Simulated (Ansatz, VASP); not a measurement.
# Ti (Titanium) in two plane-wave programs, part 2 of 2

Aim: how closely do two programs agree when they are given the same cell, functional and k mesh? The cell is taken from a series of runs on this material, whose earlier steps may have relaxed, scaled, displaced or heated it; both programs get it as it stands.

VASP 6.6.1 and Ansatz 0.2.0.

So far: The structure; Ansatz: zone-centre phonons, PBEsol.

## (3) VASP: zone-centre phonons, PBEsol

Level of this step: PBEsol; plane waves and PAW (Ti_sv) (VASP).

The same cell, functional, mesh and smearing now go to VASP, with its own data sets.

Lines of VASP's logs that name or quote its potential files are left out, and so is its time.

INCAR reads:

```
SYSTEM = Ti
PREC = Accurate
ENCUT = 500
EDIFF = 1E-08
NELM = 120
ISMEAR = 1
SIGMA = 0.2
LREAL = .FALSE.
ALGO = Normal
GGA = PS
NBANDS = 18
LASPH = .TRUE.
LORBIT = 11
LWAVE = .FALSE.
LCHARG = .FALSE.
ISIF = 2
IBRION = 8
GGA_COMPAT = .FALSE.
KPAR = 2
```

POSCAR reads:

```
Ti
1.0
    2.8803947064      0.0000000000      0.0000000000
   -1.4401973532      2.4944949886      0.0000000000
    0.0000000000      0.0000000000      4.5597803151
Ti
2
Direct
    0.3333333334      0.6666666668      0.2500000000
    0.6666666668      0.3333333334      0.7500000000
```

KPOINTS reads:

```
Automatic mesh
0
Gamma
18 18 12
0 0 0
```

PAW data sets: Ti_sv (PBE family, release 64).

The run is started by

```sh
$ mpirun -np 2 vasp_std
```

Numbers of over 12 decimals in the logs are rounded to 6 here.

What it wrote:

```text
[banner, memory and clock lines left out]
running    2 mpi-ranks, on    1 nodes
 distrk:  each k-point on    1 cores,    2 groups
 distr:  one band on    1 cores,    1 groups

 POSCAR found type information on POSCAR Ti
 POSCAR found :  1 types and       2 ions
|                                                                             |
|               ----> ADVICE to this user running VASP <----                  |
|                                                                             |
|     You enforced a specific xc type in the INCAR file but a different       |
|     [... a line on the potential file left out ...]
|     I HOPE YOU KNOW WHAT YOU ARE DOING!                                     |
|                                                                             |

 LDA part: xc-table for (Slater+PW92), standard interpolation
 POSCAR, INCAR and KPOINTS ok, starting setup
 FFT: planning ... GRIDC
 FFT: planning ... GRID_SOFT
 FFT: planning ... GRID
 WAVECAR not read
 entering main loop
       N       E                     dE             d eps       ncg     rms          rms(c)
DAV:   1     0.254516849908E+03    0.25452E+03   -0.12945E+04  9332   0.164E+03
DAV:   2     0.109578312749E+02   -0.24356E+03   -0.24027E+03  9464   0.452E+02
DAV:   3    -0.176806646900E+02   -0.28638E+02   -0.28298E+02 17514   0.127E+02
DAV:   4    -0.187862839685E+02   -0.11056E+01   -0.11045E+01 10684   0.264E+01
DAV:   5    -0.188382677162E+02   -0.51984E-01   -0.51974E-01 14608   0.409E+00    0.131E+01
DAV:   6    -0.166759823071E+02    0.21623E+01   -0.76321E+00 10962   0.295E+01    0.335E+00
DAV:   7    -0.166510861062E+02    0.24896E-01   -0.88348E-01 14228   0.725E+00    0.212E+00
DAV:   8    -0.166821973621E+02   -0.31111E-01   -0.24234E-01 10758   0.597E+00    0.791E-01
DAV:   9    -0.166722631104E+02    0.99343E-02   -0.55722E-02 10964   0.256E+00    0.765E-02
DAV:  10    -0.166727207803E+02   -0.45767E-03   -0.34164E-03 13792   0.395E-01    0.989E-02
DAV:  11    -0.166727616610E+02   -0.40881E-04   -0.22122E-04 11098   0.123E-01    0.397E-02
DAV:  12    -0.166727526191E+02    0.90419E-05   -0.43351E-05 11360   0.611E-02    0.467E-03
DAV:  13    -0.166727525901E+02    0.29035E-07   -0.16480E-06 13084   0.109E-02    0.922E-04
DAV:  14    -0.166727527164E+02   -0.12632E-06   -0.17027E-07 12456   0.276E-03    0.311E-04
DAV:  15    -0.166727527909E+02   -0.74550E-07   -0.22203E-08  8590   0.863E-04    0.114E-04
DAV:  16    -0.166727527932E+02   -0.22860E-08   -0.21777E-09  5304   0.446E-04
   1 F= -.16672753E+02 E0= -.16674232E+02  d E =0.443692E-02
 Linear response reoptimize wavefunctions to high precision
DAV:   1    -0.166727527864E+02    0.67766E-08   -0.59734E-10  5560   0.207E-04
DAV:   2    -0.166727527865E+02   -0.12733E-10   -0.19402E-10  5224   0.116E-04
 Linear response DOF=           2
 Linear response progress:
  Degree of freedom:   1/  2
       N       E                     dE             d eps       ncg     rms          rms(c)
RMM:   1    -0.566098195973E+00   -0.56610E+00    0.28421E+01 41462   0.144E+02
RMM:   2    -0.540943537111E+00    0.25155E-01   -0.34271E-01 75647   0.475E+00    0.286E-01
RMM:   3    -0.537969535664E+00    0.29740E-02   -0.20413E-02 84382   0.125E+00    0.128E-01
RMM:   4    -0.538305903468E+00   -0.33637E-03   -0.80080E-03 98839   0.546E-01    0.180E-02
RMM:   5    -0.538922259760E+00   -0.61636E-03   -0.17254E-03104534   0.213E-01    0.109E-02
RMM:   6    -0.539357746570E+00   -0.43549E-03   -0.70734E-04102650   0.107E-01    0.123E-02
RMM:   7    -0.539768214200E+00   -0.41047E-03   -0.14108E-04 96540   0.518E-02    0.407E-03
RMM:   8    -0.540008061186E+00   -0.23985E-03   -0.48866E-05102790   0.291E-02    0.858E-04
RMM:   9    -0.540035403031E+00   -0.27342E-04   -0.16289E-05106809   0.151E-02    0.482E-04
RMM:  10    -0.540050479831E+00   -0.15077E-04   -0.51907E-06104920   0.808E-03    0.177E-04
RMM:  11    -0.540060273162E+00   -0.97933E-05   -0.10192E-05106870   0.465E-03    0.153E-04
RMM:  12    -0.540058081370E+00    0.21918E-05   -0.50367E-06104376   0.272E-03    0.415E-05
RMM:  13    -0.540055176814E+00    0.29046E-05   -0.65318E-06104308   0.179E-03    0.961E-05
RMM:  14    -0.540060344716E+00   -0.51679E-05   -0.39971E-06 97577   0.125E-03    0.331E-05
RMM:  15    -0.540060095997E+00    0.24872E-06   -0.44791E-06108200   0.885E-04    0.188E-05
RMM:  16    -0.540060077841E+00    0.18156E-07   -0.25917E-06105341   0.653E-04    0.248E-05
RMM:  17    -0.540059071749E+00    0.10061E-05   -0.31907E-06 99592   0.521E-04    0.284E-05
RMM:  18    -0.540059182873E+00   -0.11112E-06   -0.19897E-06106876   0.421E-04    0.332E-05
RMM:  19    -0.540059282149E+00   -0.99277E-07   -0.20069E-06100285   0.353E-04    0.380E-05
RMM:  20    -0.540059327426E+00   -0.45277E-07   -0.12994E-06104977   0.305E-04    0.411E-05
RMM:  21    -0.540059527299E+00   -0.19987E-06   -0.13645E-06 93382   0.275E-04    0.379E-05
 first order change of Fermi-energy   0.81903E-04
 force on displaced ion       1 direction 1 :  -1.413   0.000   0.000
 Linear response progress:
  Degree of freedom:   2/  2
       N       E                     dE             d eps       ncg     rms          rms(c)
RMM:   1    -0.674013937628E+00   -0.67401E+00    0.31448E+01 14259   0.145E+02
RMM:   2    -0.636866829865E+00    0.37147E-01   -0.34677E-01 26392   0.480E+00    0.298E-01
RMM:   3    -0.634870199565E+00    0.19966E-02   -0.25738E-02 28796   0.132E+00    0.133E-01
RMM:   4    -0.636097741655E+00   -0.12275E-02   -0.10209E-02 33060   0.586E-01    0.482E-02
RMM:   5    -0.636565137459E+00   -0.46740E-03   -0.21000E-03 31377   0.245E-01    0.215E-02
RMM:   6    -0.637109887014E+00   -0.54475E-03   -0.76116E-04 34879   0.130E-01    0.113E-02
RMM:   7    -0.637425441571E+00   -0.31555E-03   -0.12733E-04 34908   0.579E-02    0.767E-03
RMM:   8    -0.637975734425E+00   -0.55029E-03   -0.45308E-05 31142   0.349E-02    0.269E-03
RMM:   9    -0.637987186215E+00   -0.11452E-04   -0.10185E-05 34709   0.178E-02    0.116E-03
RMM:  10    -0.637958449038E+00    0.28737E-04   -0.18604E-06 34879   0.994E-03    0.294E-04
RMM:  11    -0.637960857741E+00   -0.24087E-05    0.24330E-07 36107   0.572E-03    0.260E-04
RMM:  12    -0.637968256478E+00   -0.73987E-05    0.14580E-07 35084   0.356E-03    0.106E-04
RMM:  13    -0.637973245279E+00   -0.49888E-05   -0.10888E-06 36007   0.239E-03    0.105E-04
RMM:  14    -0.637970789214E+00    0.24561E-05    0.42723E-07 34997   0.165E-03    0.231E-05
RMM:  15    -0.637971041421E+00   -0.25221E-06   -0.91827E-08 36385   0.121E-03    0.263E-05
RMM:  16    -0.637971060141E+00   -0.18720E-07   -0.18831E-08 35686   0.930E-04    0.388E-05
RMM:  17    -0.637970872677E+00    0.18746E-06    0.47908E-08 34757   0.769E-04    0.387E-05
RMM:  18    -0.637971094084E+00   -0.22141E-06    0.12529E-07 34767   0.653E-04    0.350E-05
RMM:  19    -0.637971231113E+00   -0.13703E-06   -0.15473E-07 36113   0.569E-04    0.354E-05
 first order change of Fermi-energy  -0.16950E-03
 force on displaced ion       1 direction 3 :   0.000  -0.000  -3.720
 Linear response finished
```

OUTCAR, selected parts (step 3):

```text
ion  position               nearest neighbor table
   1  0.333  0.667  0.250-   2 2.82   2 2.82   2 2.82   2 2.82   2 2.82   2 2.82
   2  0.667  0.333  0.750-   1 2.82   1 2.82   1 2.82   1 2.82   1 2.82   1 2.82

  LATTYP: Found a hexagonal cell.
 ALAT       =     2.8803947064
 C/A-ratio  =     1.5830400969

 Subroutine GETGRP returns: Found 24 space group operations
 (whereof 12 operations were pure point group operations)

The static configuration has the point symmetry D_3d.
 The point group associated with its full space group is D_6h.

 Found    259 irreducible k-points:

   k-points           NKPTS =    259   k-points in BZ     NKDIM =    259   number of bands    NBANDS=     18

   dimension x,y,z NGX =    24 NGY =   24 NGZ =   36
   dimension x,y,z NGXF=    48 NGYF=   48 NGZF=   72

   ENCUT  =  500.0 eV  36.75 Ry    6.06 a.u.   5.25  5.25  8.31*2*pi/ulx,y,z

   NELECT =      24.0000    total number of electrons

 k-points in reciprocal lattice and weights: Automatic mesh
   0.00000000  0.00000000  0.00000000       0.000
   0.05555556  0.00000000  0.00000000       0.002
   0.11111111  0.00000000  0.00000000       0.002
   0.16666667  0.00000000  0.00000000       0.002
   0.22222222  0.00000000  0.00000000       0.002
   0.27777778  0.00000000  0.00000000       0.002
   0.33333333  0.00000000  0.00000000       0.002
   0.38888889 -0.00000000  0.00000000       0.002
   0.44444444  0.00000000  0.00000000       0.002
[...]
0.33333333  0.27777778  0.50000000       0.003
   0.33333333  0.33333333  0.50000000       0.001

 average (electrostatic) potential at core
       1 -71.5391       2 -71.5391

  Total        0.4389993      0.4389993      0.4400077      0.0000000      0.0000000      0.0000000
  in kB       21.4682128     21.4682128     21.5175243      0.0000000      0.0000000      0.0000000
  external PRESSURE =      21.4846500 kB  Pullay stress =       0.0000000 kB

  energy-cutoff  :      500.00
  volume of cell :       32.76
      direct lattice vectors                 reciprocal lattice vectors
     2.880394706  0.000000000  0.000000000     0.347174642  0.200441373  0.000000000
    -1.440197353  2.494494989  0.000000000     0.000000000  0.400882746  0.000000000
     0.000000000  0.000000000  4.559780315     0.000000000  0.000000000  0.219308811

 POSITION                                       TOTAL-FORCE (eV/Angst)
 -----------------------------------------------------------------------------------
      0.00000      1.66300      1.13995        -0.000000     -0.000000     -0.000000
      1.44020      0.83150      3.41984         0.000000      0.000000      0.000000
 -----------------------------------------------------------------------------------
    total drift:                               -0.000000     -0.000000      0.000000

 Eigenvectors and eigenvalues of the dynamical matrix
 ----------------------------------------------------

   1 f  =    6.162174 THz    38.718083 2PiTHz  205.548011 cm-1    25.484694 meV
             X         Y         Z           dx          dy          dz
      0.000000  1.662997  1.139945     0.000000    0.000000   -0.707107
      1.440197  0.831498  3.419835     0.000000   -0.000000    0.707107

   2 f  =    3.798143 THz    23.864439 2PiTHz  126.692429 cm-1    15.707852 meV
             X         Y         Z           dx          dy          dz
      0.000000  1.662997  1.139945     0.707107    0.000000    0.000000
      1.440197  0.831498  3.419835    -0.707107    0.000000    0.000000

   3 f  =    3.798143 THz    23.864439 2PiTHz  126.692429 cm-1    15.707852 meV
             X         Y         Z           dx          dy          dz
      0.000000  1.662997  1.139945     0.000000   -0.707107    0.000000
      1.440197  0.831498  3.419835     0.000000    0.707107    0.000000

   4 f  =    0.000000 THz     0.000000 2PiTHz    0.000001 cm-1     0.000000 meV
             X         Y         Z           dx          dy          dz
      0.000000  1.662997  1.139945     0.000000   -0.270598   -0.653281
      1.440197  0.831498  3.419835     0.000000   -0.270598   -0.653281

   5 f  =    0.000000 THz     0.000000 2PiTHz    0.000000 cm-1     0.000000 meV
             X         Y         Z           dx          dy          dz
      0.000000  1.662997  1.139945    -0.707107    0.000000    0.000000
      1.440197  0.831498  3.419835    -0.707107    0.000000    0.000000

   6 f/i=    0.000000 THz     0.000000 2PiTHz    0.000002 cm-1     0.000000 meV
             X         Y         Z           dx          dy          dz
      0.000000  1.662997  1.139945     0.000000   -0.653281    0.270598
      1.440197  0.831498  3.419835     0.000000   -0.653281    0.270598

 ELASTIC MODULI CONTR FROM IONIC RELAXATION (kBar)
 Direction    XX          YY          ZZ          XY          YZ          ZX
 --------------------------------------------------------------------------------
 XX        -183.0525    183.0525     -0.0000     -0.0000     -0.0000      0.0000
 YY         183.0525   -183.0525      0.0000      0.0000      0.0000      0.0000
 ZZ          -0.0000      0.0000     -0.0000     -0.0000     -0.0000      0.0000
 XY          -0.0000      0.0000     -0.0000   -183.0525     -0.0000      0.0000
 YZ          -0.0000      0.0000     -0.0000     -0.0000     -0.0000      0.0000
 ZX           0.0000      0.0000      0.0000      0.0000      0.0000      0.0000
 --------------------------------------------------------------------------------
```

## (4) Side by side

Known differences besides the potentials themselves: the cutoff is 420 eV in Ansatz and 500 eV in VASP; Ansatz makes its cores anew for this functional, VASP keeps those of its PBE data sets. Total energies have different zeros and are not compared.

The two programs side by side:

| quantity | Ansatz | VASP | difference |
| --- | --- | --- | --- |
| optical mode 1 to 2 (cm⁻¹) | 126.1 | 126.7 | -0.44 % |
| optical mode 3 (cm⁻¹) | 204.8 | 205.5 | -0.37 % |

Modes are paired by rising frequency, not by their patterns, so a pair may set unlike modes beside each other; they are those without the splitting of longitudinal modes.

## (5) Summary of results

| Quantity | Value |
| --- | --- |
| r.m.s. difference of the optical zone-centre modes, each program's sorted by frequency (zone-centre phonons, PBEsol) | 0.63 cm⁻¹ |

What this shows: The r.m.s. difference of the optical zone-centre modes, each program's sorted by frequency is 0.63 cm⁻¹ (zone-centre phonons, PBEsol). How closely two codes agree says nothing of how well the functional describes the real material.

[Lines on the potential files, build, host, timing and source positions are cut from VASP's logs without a mark.]

[Logs are printed without paths, hosts, clocks, repeated set-up lines and the standing remarks that a program may print on its own settings, such as how far it seeks lower states.]

[Hosts, paths, dates, database ids (printed as entryN), source tags and the programs' standing remarks are cut or masked in the printed files.]
